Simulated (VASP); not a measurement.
# OsI (Pm-3m) in VASP: a series of runs

One crystal, OsI, is run at these levels: PBE, RPBE; tasks: relaxation of cell and atoms, relaxation of the atoms.

Everything below comes from runs of VASP 6.6.1. Logs are shortened: lines on timing, memory, paths and dates and some standing lists are left out, and cuts for length are marked.

## Step 1: The structure

The structure is cubic, space group Pm-3m (No. 221). Conventional cell: a = 3.840 Å, b = 3.840 Å, c = 3.840 Å, α = 90.00°, β = 90.00°, γ = 90.00°. Os (site symmetry m-3m) has 8 I at 3.33 Å as nearest neighbours. I (site symmetry m-3m) is surrounded by 8 Os at 3.33 Å.

The cell was built by a generator and needn't be a form met in nature.

## Step 2: Relaxation of cell and atoms, PBE

Contents of INCAR:

```
  PREC = Accurate
  ENCUT = 600
  EDIFF = 1E-6
  ISMEAR = 0
  SIGMA = 0.05
  LREAL = False
  LASPH = True
  NELM = 80
  ALGO = Fast
  ISIF = 3
  LWAVE = False
  LCHARG = False
  GGA = PE
  IBRION = 2
  NSW = 60
  EDIFFG = -0.005
```

Contents of KPOINTS:

```
Automatic mesh
0
Gamma
  7 7 7
```

Contents of POSCAR:

```
OsI
1.0
    3.8404660000      0.0000000000      0.0000000000
    0.0000000000      3.8404660000      0.0000000000
    0.0000000000      0.0000000000      3.8404660000
Os I
1 1
Direct
    0.5000000000      0.5000000000      0.5000000000
    0.0000000000      0.0000000000      0.0000000000
```

Potentials or basis: VASP PAW PBE potentials, release 64 (Os, I).

On the command line:

```bash
$ cat potpaw_PBE.64/Os/POTCAR potpaw_PBE.64/I/POTCAR > POTCAR
$ mpirun -np 1 vasp_std > vasp.out
```

OUTCAR:

```text
PREC = Accurate
   ENCUT = 600
   EDIFF = 1E-6
   ISMEAR = 0
   LREAL = False
   LASPH = True
   NELM = 80
   ISIF = 3
   GGA = PE
   IBRION = 2
   NSW = 60
   EDIFFG = -0.005

 ion  position               nearest neighbor table
   1  0.500  0.500  0.500-   2 3.33   2 3.33   2 3.33   2 3.33   2 3.33   2 3.33   2 3.33   2 3.33

   2  0.000  0.000  0.000-   1 3.33   1 3.33   1 3.33   1 3.33   1 3.33   1 3.33   1 3.33   1 3.33

  LATTYP: Found a simple cubic cell.
 ALAT       =     3.8404660000

  Lattice vectors:

 A1 = (   3.8404660000,   0.0000000000,   0.0000000000)
 A2 = (   0.0000000000,   3.8404660000,   0.0000000000)
 A3 = (   0.0000000000,   0.0000000000,   3.8404660000)

Analysis of symmetry for initial positions (statically):
=====================================================================
 Subroutine PRICEL returns:
 Original cell was already a primitive cell.

 Routine SETGRP: Setting up the symmetry group for a
 simple cubic supercell.

 Subroutine GETGRP returns: Found 48 space group operations
 (whereof 48 operations were pure point group operations)
 out of a pool of 48 trial point group operations.

The static configuration has the point symmetry O_h .

Analysis of symmetry for dynamics (positions and initial velocities):
=====================================================================
 Subroutine PRICEL returns:
 Original cell was already a primitive cell.

 Routine SETGRP: Setting up the symmetry group for a
 simple cubic supercell.

 Subroutine GETGRP returns: Found 48 space group operations
 (whereof 48 operations were pure point group operations)
 out of a pool of 48 trial point group operations.

The dynamic configuration has the point symmetry O_h .

 Subroutine INISYM returns: Found 48 space group operations
 (whereof 48 operations are pure point group operations),
 and found     1 'primitive' translations

----------------------------------------------------------------------------------------

                                     Primitive cell

  volume of cell :      56.6437

  direct lattice vectors                    reciprocal lattice vectors
     3.840466000  0.000000000  0.000000000     0.260385068  0.000000000  0.000000000
     0.000000000  3.840466000  0.000000000     0.000000000  0.260385068  0.000000000
     0.000000000  0.000000000  3.840466000     0.000000000  0.000000000  0.260385068

  length of vectors
     3.840466000  3.840466000  3.840466000     0.260385068  0.260385068  0.260385068

  position of ions in fractional coordinates (direct lattice)
     0.500000000  0.500000000  0.500000000
     0.000000000  0.000000000  0.000000000

[... 66 lines left out ...]
   LNONCOLLINEAR =      F non collinear calculations
   LSORBIT =      F    spin-orbit coupling
   LASPH  =      T    aspherical Exc in radial PAW
   ENCUT  =  600.0 eV  44.10 Ry    6.64 a.u.   7.67  7.67  7.67*2*pi/ulx,y,z
   NELM   =     80;   NELMIN=  2; NELMDL= -5     # of ELM steps
   EDIFF  = 0.1E-05   stopping-criterion for ELM
   LREAL  =      F    real-space projection
   EDIFFG = -.5E-02   stopping-criterion for IOM
   NSW    =     60    number of steps for IOM
   IBRION =      2    ionic relax: 0-MD 1-quasi-New 2-CG
   NFREE  =      1    steps in history (QN), initial steepest desc. (CG)
   ISIF   =      3    stress and relaxation
   ISYM   =      2    0-nonsym 1-usesym 2-fastsym
   POTIM  = 0.5000    time-step for ionic-motion
   TEBEG  =    0.0;   TEEND  =   0.0 temperature during run
   PSTRESS=    0.0 pullay stress
   NELECT =      15.0000    total number of electrons
   NUPDOWN=      -1.0000    fix difference up-down
   EMIN   =  10.00;   EMAX   =-10.00  energy-range for DOS
   EFERMI =   0.00;   METHOD = LEGACY
   ISMEAR =     0;   SIGMA  =   0.05  broadening in eV -4-tet -1-fermi 0-gaus
   EFERMI_NEDOS =   21; number of points for ismear=-14 and -15
   IALGO  =     68    algorithm
   IMIX   =      4    mixing-type and parameters
     AMIX     =   0.40;   BMIX     =  1.00
     AMIX_MAG =   1.60;   BMIX_MAG =  1.00
  volume/ion in A,a.u.               =      28.32       191.13
  Fermi-wavevector in a.u.,A,eV,Ry     =   1.051287  1.986645 15.037220  1.105205
  Thomas-Fermi vector in A             =   2.186324
   LORBIT       =      0    0 simple, 1 ext, 2 COOP (PROOUT), +10 PAW based schemes
   GGA     = PE    functional components
   LHFCALC =     F    Hartree Fock is set to
   AEXX    =    0.0000 exact exchange contribution
   IVDW    =     0    specifies the selected vdW correction
   LEPSILON=     F    determine dielectric tensor
   LRPA    =     F    only Hartree local field effects (RPA)
 conjugate gradient relaxation of ions
 non-spin polarized calculation
 RMM-DIIS sequential band-by-band and
 Gauss-broadening in eV      SIGMA  =   0.05
  energy-cutoff  :      600.00
  volume of cell :       56.64
 maximum number of plane-waves:      1907
 NGX is ok and might be reduce to    32
   NGX = 15   NGY = 15   NGZ = 15

--------------------------------------- Ionic step        1  -------------------------------------------

 number of electron      15.0000001 magnetization

 Free energy of the ion-electron system (eV)
  ---------------------------------------------------
  ext. energy  EPLUGINS =         0.00000000
  ---------------------------------------------------
  free energy    TOTEN  =        -7.51341278 eV

  energy without entropy =       -7.50742409  energy(sigma->0) =       -7.51041844

 E-fermi :   5.2247     XC(G=0): -10.1817

 val. band max:        5.2066404524   @ k =   0.4286   0.2857   0.0000
 cond. band min:       5.2326938084   @ k =   0.4286   0.1429   0.1429
 fundamental gap:      0.0260533560
 Fermi energy:         5.2246500034

 k-point     1 :       0.0000    0.0000    0.0000
  band No.  band energies     occupation
      1      -9.0708      2.00000
      2       2.7512      2.00000
      3       2.7512      2.00000
      4       2.7512      2.00000
      5       3.3980      2.00000
      6       3.3980      2.00000
      7       3.7496      2.00000
      8       4.8063      2.00000
      9       4.8063      2.00000
     10       4.8063      2.00000
     11      11.7457      0.00000
[... 479 lines left out ...]
--------------------------------------- Ionic step        7  -------------------------------------------

 number of electron      15.0000000 magnetization

 Free energy of the ion-electron system (eV)
  ---------------------------------------------------
  ext. energy  EPLUGINS =         0.00000000
  ---------------------------------------------------
  free energy    TOTEN  =        -9.16407329 eV

  energy without entropy =       -9.16184738  energy(sigma->0) =       -9.16296033

 E-fermi :  10.3639     XC(G=0): -12.0766

 val. band max:       10.2539071219   @ k =   0.4286   0.2857   0.0000
 cond. band min:      10.3804641394   @ k =   0.4286   0.1429   0.1429
 fundamental gap:      0.1265570175
 Fermi energy:        10.3639111757

 k-point     1 :       0.0000    0.0000    0.0000
  band No.  band energies     occupation
      1      -6.5988      2.00000
      2       6.5304      2.00000
      3       6.5304      2.00000
      4       7.2082      2.00000
      5       7.2082      2.00000
      6       7.2082      2.00000
      7       9.3910      2.00000
      8       9.3910      2.00000
      9       9.3910      2.00000
     10      10.1962      2.00000
     11      17.2922      0.00000
[... 293 lines left out ...]
  FREE ENERGIE OF THE ION-ELECTRON SYSTEM (eV)
  ---------------------------------------------------
  free  energy   TOTEN  =        -9.1640732857 eV

  energy  without entropy=       -9.1618473800  energy(sigma->0) =       -9.16296033

 reached required accuracy - stopping structural energy minimisation
```

CONTCAR:

```text
OsI
   1.00000000000000
     3.3841048733155921   -0.0000000000000000    0.0000000000000000
    -0.0000000000000000    3.3841048733155921   -0.0000000000000000
     0.0000000000000000    0.0000000000000000    3.3841048733155921
  Os              I
     1     1
Direct
     0.5000000000000000    0.5000000000000000    0.5000000000000000
     0.0000000000000000    0.0000000000000000    0.0000000000000000

  0.00000000E+00  0.00000000E+00  0.00000000E+00
  0.00000000E+00  0.00000000E+00  0.00000000E+00
```

Run time: 33 s. Hardware: 1 thread of Intel Xeon 6975P-C (Granite Rapids), shared host; peak memory 0.19 GiB.

Results:

- Free energy: -9.1641 eV
- Relaxed volume: 19.38 Å³/atom
- Relaxed cell: a = 3.384 Å, b = 3.384 Å, c = 3.384 Å, α = 90.00°, β = 90.00°, γ = 90.00°
- Space group after relaxing (to 0.05 Å): Pm-3m (No. 221)
- Energy gained by relaxing: 825.3 meV/atom
- Ionic steps: 7
- Pressure after relaxing: 0.0 GPa
- Band gap on the k mesh: none (metal or under the smearing width)

Step by step:
```
step  energy change (eV)  largest force (eV/Å)  pressure (GPa)  volume (Å³)
   1              0.0000                0.0000          -18.92        56.64
   2             -1.1843                0.0000           32.74        33.41
   3             -1.6492                0.0000           -1.32        39.10
   4             -1.6506                0.0000           -0.13        38.80
   5             -1.6498                0.0000            1.10        38.48
   6             -1.6484                0.0000           -1.65        39.19
   7             -1.6507                0.0000            0.02        38.76
```

Final structure:
```
Os I
1.0
     3.38410    0.00000    0.00000
     0.00000    3.38410    0.00000
     0.00000    0.00000    3.38410
Os I
1 1
Direct
  0.50000 0.50000 0.50000
  0.00000 0.00000 0.00000
```

Caveat: the volume moved by over 15 % at a fixed basis, so the end points are rough; an odd number of electrons without spin polarisation forces a metal; a magnetic or distorted state may lie lower. Spin-orbit coupling is left out, which matters for the levels of I, Os.

## Step 3: Relaxation of the atoms, RPBE

Contents of INCAR:

```
SYSTEM = OsI
PREC = Accurate
ENCUT = 520
EDIFF = 1E-7
ISMEAR = 0
SIGMA = 0.05
LREAL = .False.
LASPH = .True.
NELM = 100
ALGO = Fast
ISIF = 2
LWAVE = .False.
LCHARG = .False.
GGA = RP
IBRION = 2
NSW = 60
EDIFFG = -0.005
```

Contents of KPOINTS:

```
Automatic mesh
0
Gamma
  7 7 7
  0 0 0
```

POSCAR is that of step 2.

Potentials or basis: VASP PAW PBE potentials, release 64 (Os, I).

On the command line:

```bash
$ cat potpaw_PBE.64/Os/POTCAR potpaw_PBE.64/I/POTCAR > POTCAR
$ mpirun -np 1 vasp_std > vasp.out
```

OUTCAR:

```text
SYSTEM = OsI
   PREC = Accurate
   ENCUT = 520
   EDIFF = 1E-7
   ISMEAR = 0
   LREAL = .False.
   LASPH = .True.
   NELM = 100
   ISIF = 2
   GGA = RP
   IBRION = 2
   NSW = 60
   EDIFFG = -0.005

 ion  position               nearest neighbor table
   1  0.500  0.500  0.500-   2 3.33   2 3.33   2 3.33   2 3.33   2 3.33   2 3.33   2 3.33   2 3.33

   2  0.000  0.000  0.000-   1 3.33   1 3.33   1 3.33   1 3.33   1 3.33   1 3.33   1 3.33   1 3.33

  LATTYP: Found a simple cubic cell.
 ALAT       =     3.8404660000

  Lattice vectors:

 A1 = (   3.8404660000,   0.0000000000,   0.0000000000)
 A2 = (   0.0000000000,   3.8404660000,   0.0000000000)
 A3 = (   0.0000000000,   0.0000000000,   3.8404660000)

Analysis of symmetry for initial positions (statically):
=====================================================================
 Subroutine PRICEL returns:
 Original cell was already a primitive cell.

 Routine SETGRP: Setting up the symmetry group for a
 simple cubic supercell.

[... 173 lines left out ...]
  band No.  band energies     occupation
      1      -8.9591      2.00000
      2       2.8418      2.00000
      3       2.8418      2.00000
      4       2.8418      2.00000
      5       3.5031      2.00000
      6       3.5031      2.00000
      7       3.8982      2.00000
      8       4.9079      2.00000
      9       4.9079      2.00000
     10       4.9079      2.00000
     11      11.8429      0.00000
[... 253 lines left out ...]
 k-point    20 :       0.4286    0.4286    0.4286
  band No.  band energies     occupation
      1      -7.6911      2.00000
      2       0.4026      2.00000
      3       0.4026      2.00000
      4       0.4938      2.00000
      5       5.2244      1.99475
      6       5.2842      1.72943
      7       5.2842      1.72943
      8       6.1413      0.00000
      9       6.1426      0.00000
     10       6.6769      0.00000
     11       7.8656      0.00000

------------------------ aborting loop because EDIFF is reached ----------------------------------------

  FORCE on cell =-STRESS in cart. coord.  units (eV):
  Direction    XX          YY          ZZ          XY          YZ          ZX
  --------------------------------------------------------------------------------------
  -------------------------------------------------------------------------------------
  Total       -6.0965072     -6.0965072     -6.0965072      0.0000000      0.0000000     -0.0000000
  in kB     -172.4407479   -172.4407479   -172.4407479      0.0000000      0.0000000     -0.0000000
  external PRESSURE =    -172.4407479 kB  Pullay stress =       0.0000000 kB

 VOLUME and BASIS-vectors are now :
 -----------------------------------------------------------------------------
  energy-cutoff  :      520.00
  volume of cell :       56.64
      direct lattice vectors                 reciprocal lattice vectors
     3.840466000  0.000000000  0.000000000     0.260385068  0.000000000  0.000000000
     0.000000000  3.840466000  0.000000000     0.000000000  0.260385068  0.000000000
     0.000000000  0.000000000  3.840466000     0.000000000  0.000000000  0.260385068

 POSITION                                       TOTAL-FORCE (eV/Angst)
 -----------------------------------------------------------------------------------
      1.92023      1.92023      1.92023         0.000000      0.000000      0.000000
      0.00000      0.00000      0.00000         0.000000      0.000000      0.000000
 -----------------------------------------------------------------------------------
    total drift:                                0.000000      0.000000      0.000000

  FREE ENERGIE OF THE ION-ELECTRON SYSTEM (eV)
  ---------------------------------------------------
  free  energy   TOTEN  =        -6.6693251772 eV

  energy  without entropy=       -6.6632824524  energy(sigma->0) =       -6.66630381

 reached required accuracy - stopping structural energy minimisation
```

OSZICAR:

```text
N       E                     dE             d eps       ncg     rms          rms(c)
DAV:   1     0.641041381774E+02    0.64104E+02   -0.56496E+03   440   0.108E+03
DAV:   2    -0.161661163926E+01   -0.65721E+02   -0.60414E+02   562   0.249E+02
DAV:   3    -0.663767390998E+01   -0.50211E+01   -0.44180E+01   559   0.539E+01
DAV:   4    -0.681795622554E+01   -0.18028E+00   -0.17340E+00   520   0.113E+01
DAV:   5    -0.682289416707E+01   -0.49379E-02   -0.49328E-02   597   0.163E+00    0.954E+00
RMM:   6    -0.668662206792E+01    0.13627E+00   -0.34579E-01   442   0.488E+00    0.542E+00
RMM:   7    -0.666729588685E+01    0.19326E-01   -0.15552E-01   445   0.314E+00    0.283E+00
RMM:   8    -0.667103311834E+01   -0.37372E-02   -0.90968E-02   460   0.245E+00    0.875E-01
RMM:   9    -0.667031801122E+01    0.71511E-03   -0.22249E-02   440   0.163E+00    0.465E-01
RMM:  10    -0.666925153943E+01    0.10665E-02   -0.52051E-03   467   0.718E-01    0.105E-01
RMM:  11    -0.666944692310E+01   -0.19538E-03   -0.69092E-04   468   0.218E-01    0.108E-01
RMM:  12    -0.666931478317E+01    0.13214E-03   -0.50551E-04   451   0.187E-01    0.158E-02
RMM:  13    -0.666932456128E+01   -0.97781E-05   -0.11142E-04   486   0.700E-02    0.832E-03
RMM:  14    -0.666932504939E+01   -0.48812E-06   -0.11250E-05   456   0.239E-02    0.134E-02
RMM:  15    -0.666932696706E+01   -0.19177E-05   -0.66610E-06   440   0.220E-02    0.132E-02
RMM:  16    -0.666932507951E+01    0.18875E-05   -0.26510E-06   422   0.188E-02    0.482E-03
RMM:  17    -0.666932510656E+01   -0.27044E-07   -0.16098E-06   379   0.618E-03    0.135E-03
RMM:  18    -0.666932517720E+01   -0.70640E-07   -0.24041E-07   313   0.296E-03
   1 F= -.66693252E+01 E0= -.66663038E+01  d E =-.666933E+01
```

CONTCAR:

```text
OsI
   1.00000000000000
     3.8404660000000002    0.0000000000000000    0.0000000000000000
     0.0000000000000000    3.8404660000000002    0.0000000000000000
     0.0000000000000000    0.0000000000000000    3.8404660000000002
  Os              I
     1     1
Direct
     0.5000000000000000    0.5000000000000000    0.5000000000000000
     0.0000000000000000    0.0000000000000000    0.0000000000000000

  0.00000000E+00  0.00000000E+00  0.00000000E+00
  0.00000000E+00  0.00000000E+00  0.00000000E+00
```

It took 8.6 s on 1 thread of Intel Xeon 6975P-C (Granite Rapids), shared host; peak memory 0.16 GiB.

Results:

```
Free energy             : -6.6693 eV
Pressure after relaxing : -17.2 GPa
Band gap on the k mesh  : none (metal or under the smearing width)
```

Final structure:
```
Os I
1.0
     3.84047    0.00000    0.00000
     0.00000    3.84047    0.00000
     0.00000    0.00000    3.84047
Os I
1 1
Direct
  0.50000 0.50000 0.50000
  0.00000 0.00000 0.00000
```

Caveat: the relaxation stopped at its first step, so nothing moved; the PAW data sets were made with another functional, which shifts forces and pressure a little; an odd number of electrons without spin polarisation forces a metal; a magnetic or distorted state may lie lower.

## Step 4: For comparison

An earlier run on the cell as given: functional PBE; potentials or basis VASP PAW PBE potentials, release 64 (Os, I); cutoff 520 eV; k mesh 7 × 7 × 7; occupations fermi-dirac, width 0.05 eV; no spin polarisation.

- Pressure: -18.8 GPa
- Band gap on the k mesh: none (metal or under the smearing width)

## Step 5: The runs side by side

```tsv
task	level	cell	cutoff (eV)	smearing	gap on the mesh (eV)	pressure (GPa)
relaxation of cell and atoms	PBE	relaxed	600	gaussian 0.05 eV	none	0.0
relaxation of the atoms	RPBE	atoms relaxed	520	gaussian 0.05 eV	none	-17.2
single point	PBE	as given	520	fermi-dirac 0.05 eV	none	-18.8
```

Alike in all rows: potentials or basis VASP PAW PBE potentials, release 64 (Os, I); no spin polarisation; k mesh 7 × 7 × 7.

Caveats: an odd number of electrons without spin polarisation forces a metal; a magnetic or distorted state may lie lower; the volume moved by over 15 % at a fixed basis, so the end points are rough (some runs); the relaxation stopped at its first step, so nothing moved (some runs); the PAW data sets were made with another functional, which shifts forces and pressure a little (some runs); so large a pressure means that the cell lies far from this level's equilibrium, or that cutoff or potentials fall short (some runs).

Absolute energies hang on the potentials; compare differences alone.
